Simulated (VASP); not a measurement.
An input for Quantum ESPRESSO's pw.x (written as the equivalent of a VASP run, and not itself run):

```
&CONTROL
  calculation = 'vc-relax'
  pseudo_dir = './pseudo'
  outdir = './out'
  tprnfor = .true.
  tstress = .true.
  nstep = 60
  forc_conv_thr = 0.00039
/
&SYSTEM
  ibrav = 0
  nat = 2
  ntyp = 2
  ecutwfc = 82
  occupations = 'smearing'
  smearing = 'gaussian'
  degauss = 0.003675
  input_dft = 'pbe'
/
&ELECTRONS
  conv_thr = 7.3e-08
  electron_maxstep = 100
/
&IONS
/
&CELL
/
ATOMIC_SPECIES
  Ag 107.868 Ag.upf
  Br 79.904 Br.upf
CELL_PARAMETERS angstrom
     0.0000000    2.8850000    2.8850000
     2.8850000    0.0000000    2.8850000
     2.8850000    2.8850000    0.0000000
ATOMIC_POSITIONS crystal
  Ag   0.0000000  0.0000000  0.0000000
  Br   0.5000000  0.5000000  0.5000000
K_POINTS automatic
  7 7 7 0 0 0
```

Question: Write the VASP files for the same calculation (PBE).

Answer: One answer among several that fit: 
**INCAR**
```
SYSTEM = AgBr
PREC = Accurate
ENCUT = 520
EDIFF = 1E-6
NELM = 100
ALGO = Normal
LREAL = .FALSE.
LASPH = .TRUE.
ISMEAR = 0
SIGMA = 0.05
GGA = PE
LMAXMIX = 4
LWAVE = .FALSE.
LCHARG = .FALSE.
IBRION = 2
ISIF = 3
NSW = 60
EDIFFG = -0.01
```

File KPOINTS:
```
Regular mesh
0
G
  7 7 7
0 0 0
```

**POSCAR**
```
AgBr
1.0
  0.0000000000   2.8850000000   2.8850000000
  2.8850000000   0.0000000000   2.8850000000
  2.8850000000   2.8850000000   0.0000000000
Ag Br
1 1
Cart
  0.0000000000   0.0000000000   0.0000000000
  2.8850000000   2.8850000000   2.8850000000
```

POTCAR, in this order: Ag Br (PBE.64 set). Program: vasp_std.

Limits of the translation: the potentials are each code's own (VASP's PAW set, PseudoDojo norm-conserving files in pw.x), so ENCUT and ecutwfc are chosen apart and not converted; conv_thr bounds pw.x's estimated SCF error, while EDIFF bounds the energy change between steps; forc_conv_thr acts on force components and is met together with etot_conv_thr.

The compound is AgBr in the rock salt structure. This run relaxes it. Symmetry was kept, so distortions that lower it aren't found.
